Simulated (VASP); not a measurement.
Output of a VASP run:

File OSZICAR:
```
       N       E                     dE             d eps       ncg     rms          rms(c)
DAV:   1     0.243629956214E+03    0.24363E+03   -0.17752E+04   800   0.156E+03
DAV:   2    -0.156401406630E+02   -0.25927E+03   -0.25062E+03  1040   0.386E+02
DAV:   3    -0.259236996207E+02   -0.10284E+02   -0.10262E+02   956   0.772E+01
DAV:   4    -0.262915156013E+02   -0.36782E+00   -0.36721E+00  1396   0.114E+01
DAV:   5    -0.262925104103E+02   -0.99481E-03   -0.99472E-03   936   0.635E-01    0.809E+00
DAV:   6    -0.244811378347E+02    0.18114E+01   -0.77567E+00   888   0.206E+01    0.380E+00
DAV:   7    -0.244688388919E+02    0.12299E-01   -0.21745E-01  1060   0.325E+00    0.239E+00
DAV:   8    -0.244720645151E+02   -0.32256E-02   -0.73986E-02   936   0.295E+00    0.265E-01
DAV:   9    -0.244726338891E+02   -0.56937E-03   -0.13916E-02  1072   0.869E-01    0.135E-01
DAV:  10    -0.244728875295E+02   -0.25364E-03   -0.10144E-03  1024   0.257E-01    0.902E-02
DAV:  11    -0.244729999461E+02   -0.11242E-03   -0.47260E-04   932   0.169E-01    0.427E-02
DAV:  12    -0.244729715703E+02    0.28376E-04   -0.16514E-04   948   0.911E-02    0.403E-03
DAV:  13    -0.244729719035E+02   -0.33325E-06   -0.20319E-06  1004   0.116E-02    0.298E-03
DAV:  14    -0.244729717233E+02    0.18024E-06   -0.73435E-07   932   0.683E-03    0.166E-03
DAV:  15    -0.244729718049E+02   -0.81562E-07   -0.21131E-08   624   0.125E-03
   1 F= -.24472972E+02 E0= -.24472972E+02  d E =0.000000E+00
```

OUTCAR:
```
------------------------ aborting loop because EDIFF is reached ----------------------------------------
  FORCE on cell =-STRESS in cart. coord.  units (eV):
  Direction    XX          YY          ZZ          XY          YZ          ZX
  --------------------------------------------------------------------------------------
  Total        0.0781793      0.0781793      0.0781793      0.0000000     -0.0000000      0.0000000
  in kB        1.9453578      1.9453578      1.9453578      0.0000000     -0.0000000      0.0000000
  external PRESSURE =       1.9453578 kB  Pullay stress =       0.0000000 kB
  volume of cell :       64.39
      direct lattice vectors                 reciprocal lattice vectors
     4.008060490  0.000000000  0.000000000     0.249497233  0.000000000  0.000000000
     0.000000000  4.008060490  0.000000000     0.000000000  0.249497233  0.000000000
     0.000000000  0.000000000  4.008060490     0.000000000  0.000000000  0.249497233
 POSITION                                       TOTAL-FORCE (eV/Angst)
 -----------------------------------------------------------------------------------
      0.00000      0.00000      0.00000         0.000000      0.000000      0.000000
      2.00403      2.00403      2.00403         0.000000      0.000000      0.000000
      2.00403      0.00000      2.00403         0.000000      0.000000      0.000000
      0.00000      2.00403      2.00403         0.000000      0.000000      0.000000
      2.00403      2.00403      0.00000         0.000000      0.000000      0.000000
 -----------------------------------------------------------------------------------
    total drift:                                0.000000      0.000000     -0.000000
  FREE ENERGIE OF THE ION-ELECTRON SYSTEM (eV)
  ---------------------------------------------------
  free  energy   TOTEN  =       -24.4729718049 eV

  energy  without entropy=      -24.4729718049  energy(sigma->0) =      -24.47297180

 total charge

# of ion       s       p       d       tot
------------------------------------------
    1        1.955   5.583   0.027   7.565
    2        0.124   0.156   0.076   0.356
    3        1.729   4.399   0.000   6.128
    4        1.729   4.399   0.000   6.128
    5        1.729   4.399   0.000   6.128
--------------------------------------------------
tot          7.266  18.935   0.103  26.305

 Electric field gradients after diagonalization (V/A^2)
 (convention: |V_zz| > |V_xx| > |V_yy|)
----------------------------------------------------------------------
 ion       V_xx      V_yy      V_zz     asymmetry (V_yy - V_xx)/ V_zz
----------------------------------------------------------------------
   1      -0.000    -0.000    -0.000      -0.277
   2      -0.000     0.000    -0.000      -0.472
   3     -23.551   -23.551    47.102       0.000
   4     -23.551   -23.551    47.102       0.000
   5     -23.551   -23.551    47.102       0.000
```
(Selected blocks of OUTCAR.)

**POSCAR**
```
KMgF3
1
    4.0080604902     0.0000000000     0.0000000000
    0.0000000000     4.0080604902     0.0000000000
    0.0000000000     0.0000000000     4.0080604902
K Mg F
1 1 3
Direct
  0.0000000000   0.0000000000   0.0000000000
  0.5000000000   0.5000000000   0.5000000000
  0.5000000000   0.0000000000   0.5000000000
  0.0000000000   0.5000000000   0.5000000000
  0.5000000000   0.5000000000   0.0000000000
```

Write an INCAR and KPOINTS that could have produced this output.

One answer among several that fit: the input of the run itself, AM05 GGA, plane waves, VASP's PBE PAW potentials (set 64).

**INCAR**
```
SYSTEM = KMgF3
PREC = Accurate
ENCUT = 520
EDIFF = 1E-7
NELM = 100
ALGO = Normal
LREAL = .FALSE.
LASPH = .TRUE.
ISMEAR = -5
GGA = AM
LWAVE = .FALSE.
LCHARG = .TRUE.
LORBIT = 11
NEDOS = 601
ISIF = 2
LEFG = .TRUE.
```

KPOINTS:
```
Automatic mesh
0
Gamma
6 6 6
0 0 0
```

POTCAR, in this order: K_sv Mg F (PBE.64 set). Program: vasp_std.

The compound is KMgF3 in the cubic perovskite structure. It was relaxed first.
